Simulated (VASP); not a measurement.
VASP runs on CaO (a trial cell in the litharge structure, space group P4/nmm) share one base input (PBE GGA, plane waves, VASP's PBE PAW potentials (set 64)) and change the settings named in each case.

File POSCAR:
```
CaO
1
    3.7645740000     0.0000000000     0.0000000000
    0.0000000000     3.7645740000     0.0000000000
    0.0000000000     0.0000000000     4.7436770000
Ca O
2 2
Direct
  0.5000000000   0.0000000000   0.2368000000
  0.0000000000   0.5000000000   0.7632000000
  0.0000000000   0.0000000000   0.0000000000
  0.5000000000   0.5000000000   0.0000000000
```

KPOINTS:
```
Automatic mesh
0
Gamma
5 5 4
0 0 0
```

INCAR:
```
ENCUT = 520   # plane-wave cut-off (eV)
NELM = 100
ALGO = Normal
LWAVE = .False.
PREC = Accurate
ISIF = 2
LREAL = .False.
SIGMA = 0.05   # width (eV)
ISMEAR = 0   # Gaussian
SYSTEM = CaO
EDIFF = 1E-6   # SCF stop (eV)
LASPH = .True.   # aspherical one-centre terms
GGA = PE   # PBE
LCHARG = .False.
```

POTCAR, in this order: Ca_sv O (PBE.64 set). Program: vasp_std.

| change | E(σ→0) (eV/atom) | pressure (GPa) | −TS (eV) | irreducible k-points |
|---|---|---|---|---|
| base run | -5.4991 | 9.19 | -0.0012 | 18 |
| KPOINTS 1×1×1 Γ-centred mesh | -5.5229 | 3.70 | -0.0543 | 1 |
| KPOINTS 3×3×2 Γ-centred mesh | -5.5045 | 9.48 | -0.0063 | 6 |
| KPOINTS 4×4×3 Γ-centred mesh | -5.5000 | 9.29 | -0.0023 | 12 |
| KPOINTS 7×7×6 Γ-centred mesh | -5.4988 | 9.20 | -0.0011 | 40 |
| KPOINTS 8×8×6 Γ-centred mesh | -5.4989 | 9.18 | -0.0008 | 60 |
| KPOINTS 9×9×7 Γ-centred mesh | -5.4990 | 9.19 | -0.0007 | 60 |
| KPOINTS 10×10×8 Γ-centred mesh | -5.4990 | 9.18 | -0.0005 | 105 |

Left out are runs that ran out of time, are held back, or changed the cell or the kind of run, fixed moments of cells without a moment, rows past the twelfth, gaps on odd meshes, pressures of charged cells and columns that move by less than the noise.

The structure was generated: CaO was put into the litharge type (P4/nmm), which need not be its known phase. The cell was not relaxed at this level.
